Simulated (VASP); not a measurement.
```
Al2Au
1.0
    0.00000     2.93371     2.93371
    2.93371     0.00000     2.93371
    2.93371     2.93371     0.00000
Al Au
2 1
Direct
  0.25000   0.25000   0.25000
  0.75000   0.75000   0.75000
  0.00000   0.00000   0.00000
```

The numbers are results of r2SCAN+rVV10, VASP's PBE PAW potentials (set 64) (plane waves; VASP), not measurements. Run with 520 eV cut-off, 9×9×9 Γ-centred mesh, first-order Methfessel-Paxton smearing of 0.10 eV, potentials Al Au.

Task: Give the stress tensor in GPa (positive for a compressed cell).

Result: 
```
9.02  0.00  0.00
0.00  9.02  0.00
0.00  0.00  9.02
```
The pressure is its mean diagonal, 9.02 GPa.

The compound is AuAl2 in the fluorite structure. This cell is one point of a volume scan, at 0.94 of the reference volume. The electron count is odd and the run is not spin-polarised, which forces a metal.
